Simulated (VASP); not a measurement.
Wanted: the native input for a VASP 6.6.1 run.

| Property | Result |
| --- | --- |
| Task | relaxation of the atoms |
| Functional | PBEsol |
| Potentials or basis | VASP PAW PBE potentials, release 64 (Mg, B) |
| Cutoff | 520 eV |
| k mesh | 2 × 2 × 2 |
| Occupations | fermi-dirac, width 0.05 eV |
| Spin | no spin polarisation |
| Dipole correction | no |
| Further INCAR settings | ALGO = Normal; EDIFF = 1e-07; IBRION = 2; EDIFFG = -0.08; NSW = 45 |

The structure of Mg12B (a cell with a defect) lies in POSCAR:

```
Mg12B
1.0
    6.4200000000      0.0000000000      0.0000000000
   -4.8150000000      8.3398250000      0.0000000000
    0.0000000000      0.0000000000      5.2130400000
Mg B
12 1
Direct
    0.0000000000      0.0000000000      0.0000000000
    0.1666667000      0.2222222000      0.5000000000
    0.0000000000      0.3333333000      0.0000000000
    0.1666667000      0.5555556000      0.5000000000
    0.0000000000      0.6666667000      0.0000000000
    0.1666667000      0.8888889000      0.5000000000
    0.5000000000      0.0000000000      0.0000000000
    0.6666667000      0.2222222000      0.5000000000
    0.5000000000      0.3333333000      0.0000000000
    0.6666667000      0.5555556000      0.5000000000
    0.5000000000      0.6666667000      0.0000000000
    0.6666667000      0.8888889000      0.5000000000
    0.8256570000      0.7762507000      0.7470542000
```

The cell was built by a generator and needn't be a form met in nature.

The input as run:

INCAR

```
SYSTEM = Mg12B
ALGO = Normal ; EDIFF = 1E-7
EDIFFG = -0.08 ; ENCUT = 520
GGA = PS ; IBRION = 2
ISIF = 2 ; ISMEAR = -1
LASPH = .TRUE. ; LCHARG = .FALSE.
LREAL = .FALSE. ; LWAVE = .FALSE.
NELM = 80 ; NSW = 45
PREC = Accurate ; SIGMA = 0.05
```

KPOINTS

```
k-points
0
G
  2 2 2
  0 0 0
```

Potentials or basis: VASP PAW PBE potentials, release 64 (Mg, B).

Run with:

```sh
$ cat potpaw_PBE.64/Mg/POTCAR potpaw_PBE.64/B/POTCAR > POTCAR
$ mpirun -np 1 vasp_std > vasp.out
```

Results of the run:

```json
{
  "Energy gained by relaxing": "9.3 meV/atom",
  "Ionic steps": "6",
  "Pressure after relaxing": "0.0 GPa",
  "Largest force after relaxing": "0.068 eV/Å",
  "Band gap on the k mesh": "none (metal or under the smearing width)"
}
```

Caveat: the k mesh is coarse (spacing up to 0.60 Å⁻¹), so the values aren't converged; the PAW data sets were made with another functional, which shifts forces and pressure a little.

Run time: 2.4 min on 1 thread of Intel(R) Xeon(R) 6975P-C (Granite Rapids) (shared host), peak memory 0.39 GiB.
